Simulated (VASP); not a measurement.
Here is the system:

```
MgTe
1.0
    0.00000     3.21000     3.21000
    3.21000     0.00000     3.21000
    3.21000     3.21000     0.00000
Mg Te
1 1
Direct
  0.00000   0.00000   0.00000
  0.25000   0.25000   0.25000
```

Level of theory: eigenvalue-self-consistent GW0 on PBE orbitals, VASP's PBE PAW potentials (set 64) (plane waves; VASP). Numerical set-up: PREC = Normal, 500 eV cut-off, 4×4×4 Γ-centred mesh, Gaussian smearing of 0.010 eV, potentials Mg_sv_GW Te_GW.

The mesh is coarse and the basis finite, so the quasiparticle values are not converged.

NBANDS = 160, ENCUTGW = 200 eV, NOMEGA = 64, 4 updates of the levels in G. The PBE levels (eV) are:

```tsv
state	KS energy	filling
k1 (0.00, 0.00, 0.00), band 5	-8.05	2
k1 (0.00, 0.00, 0.00), band 6	2.20	2
k1 (0.00, 0.00, 0.00), band 7	2.20	2
k1 (0.00, 0.00, 0.00), band 8	2.20	2
k1 (0.00, 0.00, 0.00), band 9	4.70	0
k1 (0.00, 0.00, 0.00), band 10	7.68	0
k1 (0.00, 0.00, 0.00), band 11	7.68	0
k1 (0.00, 0.00, 0.00), band 12	7.68	0
k6 (-0.25, 0.25, 0.00), band 5	-7.44	2
k6 (-0.25, 0.25, 0.00), band 6	-0.45	2
k6 (-0.25, 0.25, 0.00), band 7	0.61	2
k6 (-0.25, 0.25, 0.00), band 8	1.75	2
k6 (-0.25, 0.25, 0.00), band 9	6.54	0
k6 (-0.25, 0.25, 0.00), band 10	7.98	0
k6 (-0.25, 0.25, 0.00), band 11	8.36	0
k6 (-0.25, 0.25, 0.00), band 12	8.67	0
```

Q: Give the quasiparticle energies and renormalisation factors Z.

A: 
| state | QP energy (eV) | Z |
|---|---|---|
| k1 (0.00, 0.00, 0.00), band 5 | -9.41 | 0.72 |
| k1 (0.00, 0.00, 0.00), band 6 | 1.06 | 0.78 |
| k1 (0.00, 0.00, 0.00), band 7 | 1.06 | 0.78 |
| k1 (0.00, 0.00, 0.00), band 8 | 1.06 | 0.78 |
| k1 (0.00, 0.00, 0.00), band 9 | 5.21 | 0.79 |
| k1 (0.00, 0.00, 0.00), band 10 | 8.22 | 0.78 |
| k1 (0.00, 0.00, 0.00), band 11 | 8.22 | 0.78 |
| k1 (0.00, 0.00, 0.00), band 12 | 8.22 | 0.78 |
| k6 (-0.25, 0.25, 0.00), band 5 | -8.71 | 0.72 |
| k6 (-0.25, 0.25, 0.00), band 6 | -1.79 | 0.76 |
| k6 (-0.25, 0.25, 0.00), band 7 | -0.67 | 0.76 |
| k6 (-0.25, 0.25, 0.00), band 8 | 0.56 | 0.77 |
| k6 (-0.25, 0.25, 0.00), band 9 | 7.02 | 0.79 |
| k6 (-0.25, 0.25, 0.00), band 10 | 8.37 | 0.78 |
| k6 (-0.25, 0.25, 0.00), band 11 | 8.85 | 0.78 |
| k6 (-0.25, 0.25, 0.00), band 12 | 9.19 | 0.77 |
On the mesh the gap opens from 2.50 to 4.15 eV.

The compound is MgTe in the zinc blende structure, whereas wurtzite is the usual form. The cell was not relaxed at this level. The k-mesh is coarse (spacing up to 0.42 per Å, 2π included), so the numbers may not be converged in it.
